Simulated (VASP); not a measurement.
Input:

```
CELL_PARAMETERS angstrom
     11.00000     0.00000     0.00000
      0.00000    11.50000     0.00000
      0.00000     0.00000    12.00000
ATOMIC_POSITIONS crystal
  O  0.50000 0.50000 0.44958
  O  0.50000 0.50000 0.55042
```

Calculation: RPBE GGA, VASP's PBE PAW potentials (set 64) (plane waves; VASP). Numerical set-up: PREC = Normal, EDIFF = 1E-5, 400 eV cut-off, 1×1×1 Γ-centred mesh, Gaussian smearing of 0.010 eV, potentials O. Starting moments (MAGMOM): 2*1.0000. The cell's moment is fixed (NUPDOWN = 2).

Problem. The ions are relaxed. Which structure does the run end with?

Solution. 
```
CELL_PARAMETERS angstrom
     11.00000     0.00000     0.00000
      0.00000    11.50000     0.00000
      0.00000     0.00000    12.00000
ATOMIC_POSITIONS crystal
  O  0.50000 0.50000 0.44833
  O  0.50000 0.50000 0.55167
``` The cell ends with 2.00 μB, on the sites 0.82 0.82 μB.

Problem. How much energy does the relaxation gain?

Solution. The energy (σ→0) changes by -16.8 meV/atom, in 4 ionic steps.

The cell is a molecule in a box.
